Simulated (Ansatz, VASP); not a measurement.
# One structure in several programs: C (P6_3/mmc, 4 atoms in the cell)

Self-consistent single point.

```
CELL_PARAMETERS angstrom
      1.23000    -2.13042     0.00000
      1.23000     2.13042     0.00000
      0.00000     0.00000     6.71000
ATOMIC_POSITIONS crystal
  C  0.00000 0.00000 0.25000
  C  0.00000 0.00000 0.75000
  C  0.33333 0.66667 0.25000
  C  0.66667 0.33333 0.75000
```

Shared settings, as Ansatz (a first-principles code) writes them: kpoints.mp_grid.grid = 15 15 5; scf.occupations.method = gaussian; scf.occupations.width = 0.136 eV. Potentials and cutoffs stand in the table.

```json
[
 {"code": "Ansatz", "model": "PBEsol, default PAW files made with PBE", "pressure (GPa)": "-0.57", "cutoff": "default"},
 {"code": "VASP", "model": "PBEsol, VASP's PBE PAW potentials (set 64)", "pressure (GPa)": "-1.62", "cutoff": "400 eV"}
]
```

The spread over the programs that give each value: pressure within 1.05 GPa.

Ansatz's pressure is given at a fixed set of plane waves, as the other plane-wave codes print theirs; with its correction for the finite basis it is -0.02 GPa (the shift of 0.55 GPa shows how far the cutoff is from converged).

VASP's run is marked for a possible Pulay error in its stress at this cutoff; no cutoff test was made.

The starting cell has typed, rounded lattice constants, without a prior relaxation at this level.

Left out of this page: Quantum ESPRESSO, ABINIT, GPAW, CP2K, FLEUR and SIESTA (not drawn, or without a comparable value).

Keys are those of Ansatz 0.2.
